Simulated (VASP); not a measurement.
An input for Quantum ESPRESSO's pw.x (written as the equivalent of a VASP run, and not itself run):

```
&CONTROL
  calculation = 'scf'
  pseudo_dir = './pseudo'
  outdir = './out'
  tprnfor = .true.
  tstress = .true.
/
&SYSTEM
  ibrav = 0
  nat = 2
  ntyp = 2
  ecutwfc = 74
  occupations = 'smearing'
  smearing = 'gaussian'
  degauss = 0.003675
  input_dft = 'pbe'
/
&ELECTRONS
  conv_thr = 7.3e-08
  electron_maxstep = 100
/
ATOMIC_SPECIES
  Li 6.940 Li.upf
  Cl 35.450 Cl.upf
CELL_PARAMETERS angstrom
     0.0000000    2.5700000    2.5700000
     2.5700000    0.0000000    2.5700000
     2.5700000    2.5700000    0.0000000
ATOMIC_POSITIONS crystal
  Li   0.0000000  0.0000000  0.0000000
  Cl   0.5000000  0.5000000  0.5000000
K_POINTS automatic
  6 6 6 0 0 0
```

Task: Write the VASP files for the same calculation (PBE).

Result: This is not unique; one that fits is 
**POSCAR**
```
LiCl
1
    0.0000000000     2.5700000000     2.5700000000
    2.5700000000     0.0000000000     2.5700000000
    2.5700000000     2.5700000000     0.0000000000
Li Cl
1 1
Direct
  0.0000000000   0.0000000000   0.0000000000
  0.5000000000   0.5000000000   0.5000000000
```

### KPOINTS
```
Automatic mesh
0
gamma
 6 6 6
```

INCAR:
```
SYSTEM = LiCl
PREC = Accurate
ENCUT = 520
EDIFF = 1E-6
NELM = 100
ALGO = Normal
LREAL = .FALSE.
LASPH = .TRUE.
ISMEAR = 0
SIGMA = 0.05
GGA = PE
LWAVE = .TRUE.
LCHARG = .FALSE.
```

POTCAR, in this order: Li_sv Cl (PBE.64 set). Program: vasp_std.

The two are equivalent in intent, not identical: the potentials are each code's own (VASP's PAW set, PseudoDojo norm-conserving files in pw.x), so ENCUT and ecutwfc are chosen apart and not converted; conv_thr bounds pw.x's estimated SCF error, while EDIFF bounds the energy change between steps.

The compound is LiCl in the rock salt structure. The cell was not relaxed at this level.
